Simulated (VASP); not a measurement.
Write the native input for VASP 6.6.1 that does the following.

```
Task                   : relaxation of cell and atoms
Functional             : PBE
Potentials or basis    : VASP PAW PBE potentials, release 64 (Be, Cd, Se)
Cutoff                 : 520 eV
k mesh                 : 3 × 3 × 2
Occupations            : gaussian, width 0.15 eV
Spin                   : no spin polarisation
Further INCAR settings : PREC = Normal; ALGO = Fast; EDIFF = 0.0001; IBRION = 2; EDIFFG = -0.08; NSW = 24; ISIF = 3
```

The structure of Be3CdSe4 lies in POSCAR:

```
Be3CdSe4
1.0
    5.6366718600      0.0000000000      0.0000000000
   -2.8183359300      4.8815010300      0.0000000000
    0.0000000000      0.0000000000      6.6766448100
Be Cd Se
3 1 4
Direct
    0.2169485100      0.7830514900      0.0000000000
    0.2169485100      0.4338970200      0.0000000000
    0.5661029800      0.7830514900      0.0000000000
    0.0000000000      0.0000000000      0.0000000000
    0.6666666700      0.3333333300      0.6514257300
    0.6666666700      0.3333333300      0.3485742700
    0.6666666700      0.3333333300      0.0000000000
    0.0000000000      0.0000000000      0.5000000000
```

The cell was built by a generator and needn't be a form met in nature.

These files were run (other wordings do the same):

INCAR

```
PREC = Normal ; ENCUT = 520
EDIFF = 1E-4 ; ISMEAR = 0
SIGMA = 0.15 ; LREAL = F
LASPH = T ; NELM = 60
ALGO = Fast ; ISIF = 3
LWAVE = F ; LCHARG = F
GGA = PE ; IBRION = 2
NSW = 24 ; EDIFFG = -0.08
```

KPOINTS

```
regular mesh
0
Gamma
  3 3 2
```

Potentials or basis: VASP PAW PBE potentials, release 64 (Be, Cd, Se).

The run is started by

```sh
$ cat potpaw_PBE.64/Be/POTCAR potpaw_PBE.64/Cd/POTCAR potpaw_PBE.64/Se/POTCAR > POTCAR
$ mpirun -np 1 vasp_std > vasp.out
```

It gave:

```
Relaxed volume                         : 28.15 Å³/atom
Relaxed cell                           : a = 6.009 Å, b = 6.009 Å, c = 7.203 Å, α = 90.00°, β = 90.00°, γ = 120.00°
Space group after relaxing (to 0.05 Å) : P-6m2 (No. 187)
Energy gained by relaxing              : 217.2 meV/atom
Ionic steps                            : 9
Pressure after relaxing                : 0.2 GPa
Largest force after relaxing           : 0.066 eV/Å
Band gap on the k mesh                 : none (metal or under the smearing width)
```

Caveat: the k mesh is coarse (spacing up to 0.47 Å⁻¹), so the values aren't converged; the volume moved by over 15 % at a fixed basis, so the end points are rough; the relaxation stopped at a loose force limit of 0.08 eV/Å, so its end isn't a converged minimum.

It took 65 s on 1 thread of Intel(R) Xeon(R) 6975P-C (Granite Rapids), on a shared host, peak memory 0.22 GiB.
